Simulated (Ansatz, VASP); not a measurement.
# TiSi4Mo: VASP beside Ansatz

```
Ti Si Mo
1.0
     0.00000    4.15136    4.28675
     2.34062    0.00000    4.28675
     2.34062    4.15136    0.00000
Ti Si Mo
1 4 1
Cartesian
  2.3406 4.1514 4.2868
  2.3406 7.0448 4.2868
  2.3406 1.2579 4.2868
  1.1703 0.7608 2.1434
  1.1703 3.3906 2.1434
  3.5109 6.2270 6.4301
```

Alike in both runs: functional PBE; k mesh 4 × 4 × 4; occupations gaussian, width 0.1 eV; no spin polarisation.

Ansatz relaxed the structure, and its values are those at the end. VASP's run is a single point on that final structure, the one shown.

|  | VASP | Ansatz |
| --- | --- | --- |
| version | VASP 6.6.1 | Ansatz 0.2.0 |
| potentials or method | VASP PAW PBE potentials, release 64 (Ti_sv, Si, Mo_sv) | scalar-relativistic, plane waves, PAW |
| plane-wave cutoff (eV) | 520 | 420 |
| valence electrons in the cell | 42 | 42 |

```tsv
	VASP	Ansatz	Ansatz less VASP
gap on the k mesh at the Fermi level (eV)	none	none	-
pressure (GPa)	0.1	0.0	-0.04
rms of the force components (eV/Å)	0.005	0.004	-0.0003
```

A gap of «none» marks a metal or a gap that the smearing closes. With one functional, cell and mesh, what is left measures potentials, basis and numerics.

Caveats: the k mesh is coarse (spacing up to 0.43 Å⁻¹), so the values aren't converged.
